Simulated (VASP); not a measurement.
# Be4CN (P-6m2) in VASP: reference runs

Aim: a first look at Be4CN with PBE, on the cell as given.

Program: VASP 6.6.1. These are calculated values, not measurements. Logs are shortened: lines on timing, memory, paths and dates and some standing lists are left out, and cuts for length are marked.

## 1. The crystal as given

The structure is hexagonal, space group P-6m2 (No. 187). Conventional cell: a = 4.275 Å, b = 4.275 Å, c = 3.328 Å, α = 90.00°, β = 90.00°, γ = 120.00°. Be (site symmetry -6m2) is surrounded by 6 Be at 2.07 Å. Be (site symmetry mm2) has 6 Be at 2.07 to 2.15 Å and 2 N at 2.08 Å as nearest neighbours. C (site symmetry -6m2) is surrounded by 15 Be at 2.47 to 2.71 Å and 3 N at 2.47 Å. N (site symmetry -6m2) has 6 Be at 2.08 Å as nearest neighbours.

The cell was built by a generator and needn't be a form met in nature.

## 2. Single point, PBE

INCAR

```
SYSTEM = Be4CN
PREC = Accurate ; ENCUT = 520
EDIFF = 1E-7 ; ISMEAR = -1
SIGMA = 0.05 ; LREAL = .FALSE.
LASPH = .TRUE. ; NELM = 80
ALGO = Normal ; ISIF = 2
LWAVE = .FALSE. ; LCHARG = .TRUE.
GGA = PE ; LELF = .TRUE.
LVHAR = .TRUE. ; NBANDS = 18
```

KPOINTS

```
regular mesh
0
G
  7 7 8
  0 0 0
```

POSCAR

```
Be4CN
1.0
    4.2746090000      0.0000000000      0.0000000000
   -2.1373045000      3.7019199900      0.0000000000
    0.0000000000      0.0000000000      3.3275380600
Be C N
4 1 1
Direct
    0.6666666700      0.3333333300      0.0000000000
    0.5010500000      0.0021000000      0.5000000000
    0.9979000000      0.4989500000      0.5000000000
    0.5010500000      0.4989500000      0.5000000000
    0.0000000000      0.0000000000      0.0000000000
    0.3333333300      0.6666666700      0.0000000000
```

Potentials or basis: VASP PAW PBE potentials, release 64 (Be, C, N).

Launch:

```sh
> cat potpaw_PBE.64/Be/POTCAR potpaw_PBE.64/C/POTCAR potpaw_PBE.64/N/POTCAR > POTCAR
> mpirun -np 1 vasp_std > vasp.out
```

OUTCAR:

```text
SYSTEM = Be4CN
   PREC = Accurate
   ENCUT = 520
   EDIFF = 1E-7
   ISMEAR = -1
   LREAL = .FALSE.
   LASPH = .TRUE.
   NELM = 80
   ISIF = 2
   GGA = PE

 ion  position               nearest neighbor table
   1  0.667  0.333  0.000-   3 2.07   3 2.07   2 2.07   2 2.07   4 2.07   4 2.07
   2  0.501  0.002  0.500-   1 2.07   1 2.07   6 2.08   6 2.08   4 2.12   3 2.12   4 2.15   3 2.15

   3  0.998  0.499  0.500-   1 2.07   1 2.07   6 2.08   6 2.08   4 2.12   2 2.12   4 2.15   2 2.15

   4  0.501  0.499  0.500-   1 2.07   1 2.07   6 2.08   6 2.08   3 2.12   2 2.12   3 2.15   2 2.15

   5  0.000  0.000  0.000-
   6  0.333  0.667  0.000-   3 2.08   3 2.08   2 2.08   2 2.08   4 2.08   4 2.08

  LATTYP: Found a hexagonal cell.
 ALAT       =     4.2746090000
 C/A-ratio  =     0.7784426739

  Lattice vectors:

 A1 = (   4.2746090000,   0.0000000000,   0.0000000000)
 A2 = (  -2.1373045000,   3.7019199900,   0.0000000000)
 A3 = (   0.0000000000,   0.0000000000,   3.3275380600)

Analysis of symmetry for initial positions (statically):
=====================================================================
 Subroutine PRICEL returns:
 Original cell was already a primitive cell.

 Routine SETGRP: Setting up the symmetry group for a
 hexagonal supercell.

 Subroutine GETGRP returns: Found 12 space group operations
 (whereof 12 operations were pure point group operations)
 out of a pool of 24 trial point group operations.

The static configuration has the point symmetry D_3h.

Analysis of symmetry for dynamics (positions and initial velocities):
=====================================================================
 Subroutine PRICEL returns:
 Original cell was already a primitive cell.

 Routine SETGRP: Setting up the symmetry group for a
 hexagonal supercell.

 Subroutine GETGRP returns: Found 12 space group operations
 (whereof 12 operations were pure point group operations)
 out of a pool of 24 trial point group operations.

The dynamic configuration has the point symmetry D_3h.

 Subroutine INISYM returns: Found 12 space group operations
 (whereof 12 operations are pure point group operations),
 and found     1 'primitive' translations

----------------------------------------------------------------------------------------

                                     Primitive cell

  volume of cell :      52.6558

  direct lattice vectors                    reciprocal lattice vectors
     4.274609000  0.000000000  0.000000000     0.233939525  0.135065048  0.000000000
    -2.137304500  3.701919990  0.000000000     0.000000000  0.270130095  0.000000000
     0.000000000  0.000000000  3.327538060     0.000000000  0.000000000  0.300522483

  length of vectors
     4.274609000  4.274609004  3.327538060     0.270130096  0.270130095  0.300522483

  position of ions in fractional coordinates (direct lattice)
     0.666666670  0.333333330  0.000000000
     0.501050000  0.002100000  0.500000000
     0.997900000  0.498950000  0.500000000
     0.501050000  0.498950000  0.500000000
     0.000000000  0.000000000  0.000000000
     0.333333330  0.666666670  0.000000000

  ion indices of the primitive-cell ions
   primitive index   ion index
                 1           1
                 2           2
                 3           3
                 4           4
                 5           5
                 6           6

----------------------------------------------------------------------------------------

 KPOINTS: regular mesh

Automatic generation of k-mesh.
 Grid dimensions read from file:
 generate k-points for:    7    7    8

 Generating k-lattice:

  Cartesian coordinates                     Fractional coordinates (reciprocal lattice)
     0.033419932  0.019295007  0.000000000     0.142857143  0.000000000  0.000000000
     0.000000000  0.038590014  0.000000000     0.000000000  0.142857143  0.000000000
     0.000000000  0.000000000  0.037565310     0.000000000  0.000000000  0.125000000

  Length of vectors
     0.038590014  0.038590014  0.037565310

  Shift w.r.t. Gamma in fractional coordinates (k-lattice)
     0.000000000  0.000000000  0.000000000

 Subroutine IBZKPT returns following result:
 ===========================================

 Found     40 irreducible k-points:

 Following reciprocal coordinates:
            Coordinates               Weight
  0.000000  0.000000  0.000000      1.000000
  0.142857 -0.000000  0.000000      6.000000
  0.285714 -0.000000  0.000000      6.000000
  0.428571 -0.000000  0.000000      6.000000
  0.142857  0.142857  0.000000      6.000000
  0.285714  0.142857  0.000000     12.000000
[... 16 lines left out ...]
  0.428571  0.142857  0.250000     12.000000
  0.285714  0.285714  0.250000     12.000000
 [... further k-points ...]
   k-points           NKPTS =     40   k-points in BZ     NKDIM =     40   number of bands    NBANDS=     18
   number of dos      NEDOS =    301   number of ions     NIONS =      6
   total plane-waves  NPLWV =  28672
   dimension x,y,z NGX =    32 NGY =   32 NGZ =   28
   dimension x,y,z NGXF=    64 NGYF=   64 NGZF=   56
   ions per type =               4   1   1
   NGX,Y,Z   is equivalent  to a cutoff of  12.45, 12.45, 13.99 a.u.
   NGXF,Y,Z  is equivalent  to a cutoff of  24.89, 24.89, 27.98 a.u.
 SYSTEM =  Be4CN
   PREC   = accura    normal or accurate (medium, high low for compatibility)
   ISTART =      0    job   : 0-new  1-cont  2-samecut
   ICHARG =      2    charge: 1-file 2-atom 10-const
   ISPIN  =      1    spin polarized calculation?
   LNONCOLLINEAR =      F non collinear calculations
   LSORBIT =      F    spin-orbit coupling
   LASPH  =      T    aspherical Exc in radial PAW
   ENCUT  =  520.0 eV  38.22 Ry    6.18 a.u.   7.95  7.95  6.19*2*pi/ulx,y,z
   NELM   =     80;   NELMIN=  2; NELMDL= -5     # of ELM steps
   EDIFF  = 0.1E-06   stopping-criterion for ELM
   LREAL  =      F    real-space projection
   EDIFFG = 0.1E-05   stopping-criterion for IOM
   NSW    =      0    number of steps for IOM
   IBRION =     -1    ionic relax: 0-MD 1-quasi-New 2-CG
   NFREE  =      0    steps in history (QN), initial steepest desc. (CG)
   ISIF   =      2    stress and relaxation
   ISYM   =      2    0-nonsym 1-usesym 2-fastsym
   POTIM  = 0.5000    time-step for ionic-motion
   TEBEG  =    0.0;   TEEND  =   0.0 temperature during run
   PSTRESS=    0.0 pullay stress
   NELECT =      17.0000    total number of electrons
   NUPDOWN=      -1.0000    fix difference up-down
   EMIN   =  10.00;   EMAX   =-10.00  energy-range for DOS
   EFERMI =   0.00;   METHOD = LEGACY
   ISMEAR =    -1;   SIGMA  =   0.05  broadening in eV -4-tet -1-fermi 0-gaus
   EFERMI_NEDOS =   21; number of points for ismear=-14 and -15
   IALGO  =     38    algorithm
   IMIX   =      4    mixing-type and parameters
     AMIX     =   0.40;   BMIX     =  1.00
     AMIX_MAG =   1.60;   BMIX_MAG =  1.00
  volume/ion in A,a.u.               =       8.78        59.22
  Fermi-wavevector in a.u.,A,eV,Ry     =   1.123076  2.122305 17.161012  1.261299
  Thomas-Fermi vector in A             =   2.259740
   LORBIT       =      0    0 simple, 1 ext, 2 COOP (PROOUT), +10 PAW based schemes
   GGA     = PE    functional components
   LHFCALC =     F    Hartree Fock is set to
   AEXX    =    0.0000 exact exchange contribution
   IVDW    =     0    specifies the selected vdW correction
   LEPSILON=     F    determine dielectric tensor
   LRPA    =     F    only Hartree local field effects (RPA)
 non-spin polarized calculation
  energy-cutoff  :      520.00
  volume of cell :       52.66
 maximum number of plane-waves:      1440
 NGX is ok and might be reduce to    32
   NGX = 15   NGY = 15   NGZ = 13

 number of electron      16.9999999 magnetization

 Free energy of the ion-electron system (eV)
  ---------------------------------------------------
  ext. energy  EPLUGINS =         0.00000000
  ---------------------------------------------------
  free energy    TOTEN  =       -24.19912160 eV

  energy without entropy =      -24.18182885  energy(sigma->0) =      -24.19047523

 E-fermi :   5.8415     XC(G=0): -10.6481

 val. band max:        5.8223674584   @ k =   0.4286   0.1429   0.0000
 cond. band min:       5.8519771650   @ k =   0.1429  -0.0000   0.0000
 fundamental gap:      0.0296097066
 Fermi energy:         5.8414585500

 k-point     1 :       0.0000    0.0000    0.0000
  band No.  band energies     occupation
      1     -10.2057      2.00000
      2      -3.8876      2.00000
      3       0.5611      2.00000
      4       0.7483      2.00000
      5       0.8525      2.00000
      6       0.8525      2.00000
[... 10 lines left out ...]
     17      12.7593      0.00000
     18      12.7689      0.00000

 k-point     2 :       0.1429   -0.0000    0.0000
  band No.  band energies     occupation
      1     -10.1312      2.00000
      2      -4.1270      2.00000
      3      -0.1268      2.00000
      4       0.4343      2.00000
      5       0.6741      2.00000
      6       1.2493      2.00000
[... 10 lines left out ...]
     17      13.1139      0.00000
     18      13.3548      0.00000

 k-point     3 :       0.2857   -0.0000    0.0000
  band No.  band energies     occupation
      1      -9.9478      2.00000
      2      -4.6448      2.00000
      3      -1.0931      2.00000
      4      -0.1231      2.00000
      5       0.9627      2.00000
      6       2.2261      2.00000
[... 412 lines left out ...]
 k-point    23 :       0.4286    0.1429    0.2500
  band No.  band energies     occupation
      1      -9.4418      2.00000
      2      -4.6094      2.00000
      3      -1.8785      2.00000
      4      -0.8643      2.00000
      5       0.7092      2.00000
      6       2.0162      2.00000
[... 10 lines left out ...]
     17      14.7785      0.00000
     18      15.3317      0.00000

 k-point    24 :       0.2857    0.2857    0.2500
  band No.  band energies     occupation
      1      -9.4225      2.00000
      2      -4.5663      2.00000
      3      -2.2836      2.00000
      4      -0.8469      2.00000
      5       1.3291      2.00000
      6       2.4393      2.00000
[... 10 lines left out ...]
     17      14.8275      0.00000
     18      15.4001      0.00000

 [... further k-points ...]

------------------------ aborting loop because EDIFF is reached ----------------------------------------

  FORCE on cell =-STRESS in cart. coord.  units (eV):
  Direction    XX          YY          ZZ          XY          YZ          ZX
  --------------------------------------------------------------------------------------
  -------------------------------------------------------------------------------------
  Total       -0.5325839     -0.5325839     -6.6250953      0.0000000      0.0000000      0.0000000
  in kB      -16.2051174    -16.2051174   -201.5840925      0.0000000      0.0000000      0.0000000
  external PRESSURE =     -77.9981091 kB  Pullay stress =       0.0000000 kB

 VOLUME and BASIS-vectors are now :
 -----------------------------------------------------------------------------
  energy-cutoff  :      520.00
  volume of cell :       52.66
      direct lattice vectors                 reciprocal lattice vectors
     4.274609000  0.000000000  0.000000000     0.233939525  0.135065048  0.000000000
    -2.137304500  3.701919990  0.000000000     0.000000000  0.270130095  0.000000000
     0.000000000  0.000000000  3.327538060     0.000000000  0.000000000  0.300522483

 POSITION                                       TOTAL-FORCE (eV/Angst)
 -----------------------------------------------------------------------------------
      2.13730      1.23397      0.00000         0.000000      0.000000     -0.000000
      2.13730      0.00777      1.66377        -0.000000     -0.351960     -0.000000
      3.19922      1.84707      1.66377         0.304806      0.175980      0.000000
      1.07538      1.84707      1.66377        -0.304806      0.175980      0.000000
      0.00000      0.00000      0.00000         0.000000      0.000000     -0.000000
     -0.00000      2.46795      0.00000         0.000000      0.000000     -0.000000
 -----------------------------------------------------------------------------------
    total drift:                                0.000016     -0.000009     -0.000000

  FREE ENERGIE OF THE ION-ELECTRON SYSTEM (eV)
  ---------------------------------------------------
  free  energy   TOTEN  =       -24.1991216030 eV

  energy  without entropy=      -24.1818288478  energy(sigma->0) =      -24.19047523
```

Run time: 29 s. Hardware: 1 thread of Intel Xeon Platinum 8259CL at 2.50GHz (Skylake/Cascade Lake), shared host; peak memory 0.18 GiB.

What came out:

| Quantity | Value |
| --- | --- |
| Free energy | -24.1991 eV |
| Pressure | -7.8 GPa |
| Largest force | 0.352 eV/Å |
| Band gap on the k mesh | none (metal or under the smearing width) |

Forces on the atoms (eV/Å):
```
Be   0.000  0.000  0.000
Be   0.000 -0.352  0.000
Be   0.305  0.176  0.000
Be  -0.305  0.176  0.000
C    0.000  0.000  0.000
N    0.000  0.000  0.000
```

Stress tensor (GPa, compression positive):
```
 -1.62   0.00   0.00
  0.00  -1.62   0.00
  0.00   0.00 -20.16
```
